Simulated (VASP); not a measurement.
A run of VASP 6.6.1 is set up as follows.

The input INCAR:

```
SYSTEM = BiTe
ALGO = Fast ; EDIFF = 1E-6
ENCUT = 520 ; GGA = PE
ISIF = 2 ; ISMEAR = 0
LASPH = .True. ; LCHARG = .False.
LREAL = .False. ; LWAVE = .False.
NBANDS = 18 ; NELM = 100
PREC = Accurate ; SIGMA = 0.15
```

The input KPOINTS:

```
k-points
0
Gamma
  14 14 14
  0 0 0
```

The input POSCAR:

```
BiTe
1.0
    0.0000000000      3.2350000000      3.2350000000
    3.2350000000      0.0000000000      3.2350000000
    3.2350000000      3.2350000000      0.0000000000
Bi Te
1 1
Direct
    0.0000000000      0.0000000000      0.0000000000
    0.5000000000      0.5000000000      0.5000000000
```

Potentials or basis: VASP PAW PBE potentials, release 64 (Bi_d, Te).

Command:

```console
$ cat potpaw_PBE.64/Bi_d/POTCAR potpaw_PBE.64/Te/POTCAR > POTCAR
$ mpirun -np 1 vasp_std > vasp.out
```

Question: Estimate the pressure.

Answer: 0.7 GPa.

Question: Estimate the band gap on the k mesh.

Answer: None (metal or under the smearing width).

Caveat: spin-orbit coupling is left out, which moves the levels of the heavy elements.
